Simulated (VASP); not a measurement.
Zn:

```
CELL_PARAMETERS angstrom
2.54173 0.00000 0.00000
-1.27086 2.20120 0.00000
0.00000 0.00000 4.92587
ATOMIC_POSITIONS crystal
Zn 0.33333 0.66667 0.25000
Zn 0.66667 0.33333 0.75000
```

The cell isn't the ideal one: a relaxed cell with its volume scaled by 0.94.

* Program: VASP 6.6.1
* Task: relaxation of shape and atoms at fixed volume
* Functional: r2SCAN
* Potentials or basis: VASP PAW PBE potentials, release 64 (Zn)
* Cutoff: 600 eV
* k mesh: 18 × 18 × 8
* Occupations: methfessel-paxton, width 0.1 eV
* Spin: no spin polarisation

At the start: pressure 6.4 GPa; volume 13.78 Å³/atom.

Task: Where does the relaxation end?

Result: Over 6 steps the energy falls by 7.4 meV/atom; space group P6_3/mmc (No. 194, to 0.05 Å).

The path:
| step | energy change (eV) | largest force (eV/Å) | pressure (GPa) |
| --- | --- | --- | --- |
| 1 | 0.0000 | 0.0000 | 6.41 |
| 2 | -0.0077 | 0.0000 | 5.65 |
| 3 | -0.0135 | 0.0000 | 4.20 |
| 4 | -0.0148 | 0.0000 | 4.46 |
| 5 | -0.0148 | 0.0000 | 4.44 |
| 6 | -0.0148 | 0.0000 | 4.45 |

Final structure:
```cif
data_structure
_symmetry_space_group_name_H-M 'P 1'
_symmetry_Int_Tables_number 1
_cell_length_a 2.5915
_cell_length_b 2.5915
_cell_length_c 4.7383
_cell_angle_alpha 90.000
_cell_angle_beta 90.000
_cell_angle_gamma 120.000
_cell_volume 27.56
loop_
_atom_site_label
_atom_site_type_symbol
_atom_site_fract_x
_atom_site_fract_y
_atom_site_fract_z
_atom_site_occupancy
Zn1 Zn 0.33333 0.66667 0.25000 1
Zn2 Zn 0.66667 0.33333 0.75000 1
```

Caveat: the PAW data sets were made with another functional, which shifts forces and pressure a little.
